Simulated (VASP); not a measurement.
Data:

```
CELL_PARAMETERS angstrom
      3.98871     0.00000     0.00000
      0.00000     3.98871     0.00000
      0.00000     0.00000     3.98871
ATOMIC_POSITIONS crystal
  K  0.00000 0.00000 0.00000
  Ta 0.50000 0.50000 0.50000
  O  0.50000 0.00000 0.50000
  O  0.00000 0.50000 0.50000
  O  0.50000 0.50000 0.00000
```

Computed with PW91 GGA, VASP's PBE PAW potentials (set 64) (plane waves; VASP). Run with 520 eV cut-off, 6×6×6 Γ-centred mesh, Gaussian smearing of 0.050 eV, potentials K_sv Ta_pv O.

Unless said otherwise, spin-orbit coupling is left out, though it shifts the bands of the heavy elements here.

**Question.** Predict the energy per atom (σ→0), pressure, band gap (on the k-mesh) with the smallest direct gap where there is one.

**Answer.** 
* **band gap (on the k-mesh)**: 2.17 eV
* **smallest direct gap (on the k-mesh)**: 2.79 eV
* **energy per atom (σ→0)**: -8.248 eV/atom
* **pressure**: 6.14 GPa

The absolute energy has meaning only against runs of the same code, potentials and settings.

The compound is KTaO3 in the cubic perovskite structure. This cell is one point of a volume scan, at 0.97 of the reference volume.
